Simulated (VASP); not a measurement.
An input for Ansatz (written as the equivalent of a VASP run, and not itself run):

Ansatz 0.2 input:
```yaml
crystal:
  lattice:
    - [-1.7357550, 1.7357550, 4.2483340]
    - [1.7357550, -1.7357550, 4.2483340]
    - [1.7357550, 1.7357550, -4.2483340]
  atoms:
    - { symbol: Ag, position: [0.0000000, 0.0000000, 0.0000000] }
    - { symbol: W, position: [0.3353000, 0.3353000, 0.0000000] }
    - { symbol: W, position: [0.6647000, 0.6647000, 0.0000000] }
kpoints:
  mp_grid: { grid: [4, 4, 4] }
hamiltonian:
  xc: pbe
  pseudopotentials: { kind: paw }
scf:
  occupations: { method: fermi_dirac, width: 0.1 }
  max_iter: 100
output: { forces: true, stress: true, eigenvalues: true }
```

**Question.** Translate this input to VASP (INCAR, KPOINTS, POSCAR, choice of POTCAR).

**Answer.** Several could match; the one computed here: 
### KPOINTS
```
Automatic mesh
0
Gamma
4 4 4
0 0 0
```

**INCAR**
```
# general
SYSTEM   =  AgW2
PREC     =  Accurate
ENCUT    =  300
LREAL    =  .False.
LASPH    =  .True.

# electronic loop
EDIFF    =  1E-6
NELM     =  100
ALGO     =  Normal
LMAXMIX  =  6

# smearing
ISMEAR   =  -1
SIGMA    =  0.1

# functional
GGA      =  PE

# ions
ISIF     =  2

# output
LWAVE    =  .False.
LCHARG   =  .False.
```

File POSCAR:
```
AgW2
1
   -1.7357550000     1.7357550000     4.2483340000
    1.7357550000    -1.7357550000     4.2483340000
    1.7357550000     1.7357550000    -4.2483340000
Ag W
1 2
Direct
  0.0000000000   0.0000000000   0.0000000000
  0.3353000000   0.3353000000   0.0000000000
  0.6647000000   0.6647000000   0.0000000000
```

POTCAR, in this order: Ag W_sv (PBE.64 set). Program: vasp_std.

The two are equivalent in intent, not identical: each code has its own PAW files, so the cut-off isn't converted (ENCUT is set for VASP's; basis.ecutwfc is left out, and Ansatz then takes the one that its files recommend); Ansatz stops its SCF on the density residual and VASP on the energy change (EDIFF).

The structure was generated: AgW2 was put into an ordered model structure, which need not be its known phase. The cell was not relaxed at this level. The k-mesh is coarse (spacing up to 0.64 per Å, 2π included), so the numbers may not be converged in it. The run is one of a series of settings (KPOINTS 4×4×4 Γ-centred mesh against the base run), some of them coarse on purpose.
